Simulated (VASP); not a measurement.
An input for Quantum ESPRESSO's pw.x (written as the equivalent of a VASP run, and not itself run):

```
&CONTROL
  calculation = 'scf'
  pseudo_dir = './pseudo'
  outdir = './out'
  tprnfor = .true.
  tstress = .true.
/
&SYSTEM
  ibrav = 0
  nat = 4
  ntyp = 2
  ecutwfc = 88
  occupations = 'smearing'
  smearing = 'gaussian'
  degauss = 0.00735
  input_dft = 'pbesol'
/
&ELECTRONS
  conv_thr = 7.3e-08
  electron_maxstep = 100
/
ATOMIC_SPECIES
  Nb 92.906 Nb.upf
  Rh 102.906 Rh.upf
CELL_PARAMETERS angstrom
     3.7994120    0.0000000    0.0000000
     0.0000000    3.7994120    0.0000000
     0.0000000    0.0000000    3.7994120
ATOMIC_POSITIONS crystal
  Nb   0.0000000  0.0000000  0.0000000
  Rh   0.0000000  0.5000000  0.5000000
  Rh   0.5000000  0.0000000  0.5000000
  Rh   0.5000000  0.5000000  0.0000000
K_POINTS automatic
  7 7 7 0 0 0
```

Problem. Translate this input to VASP (INCAR, KPOINTS, POSCAR, choice of POTCAR).

Solution. One answer among several that fit: 
File POSCAR:
```
NbRh3
1.0
  3.7994120000   0.0000000000   0.0000000000
  0.0000000000   3.7994120000   0.0000000000
  0.0000000000   0.0000000000   3.7994120000
Nb Rh
1 3
Cartesian
  0.0000000000   0.0000000000   0.0000000000
  0.0000000000   1.8997060000   1.8997060000
  1.8997060000   0.0000000000   1.8997060000
  1.8997060000   1.8997060000   0.0000000000
```

### INCAR
```
EDIFF  =  1E-6   ! SCF stop (eV)
LCHARG  =  .FALSE.
LMAXMIX  =  4
NELM  =  100
ALGO  =  Normal   ! blocked Davidson
SIGMA  =  0.1   ! width (eV)
LASPH  =  .TRUE.   ! aspherical one-centre terms
ISIF  =  2
SYSTEM  =  NbRh3
LWAVE  =  .FALSE.
ENCUT  =  300   ! plane-wave cut-off (eV)
GGA  =  PS
ISMEAR  =  0
LREAL  =  .FALSE.   ! projection in real space or not
PREC  =  Accurate
```

File KPOINTS:
```
Automatic
0
Gamma
7 7 7
0 0 0
```

POTCAR, in this order: Nb_sv Rh_pv (PBE.64 set). Program: vasp_std.

What does not carry over: the potentials are each code's own (VASP's PAW set, PseudoDojo norm-conserving files in pw.x), so ENCUT and ecutwfc are chosen apart and not converted; conv_thr bounds pw.x's estimated SCF error, while EDIFF bounds the energy change between steps.

The structure comes from a computed database's NbRh3 entry (Pm-3m); how it stands against other phases isn't given here. The cell was not relaxed at this level.
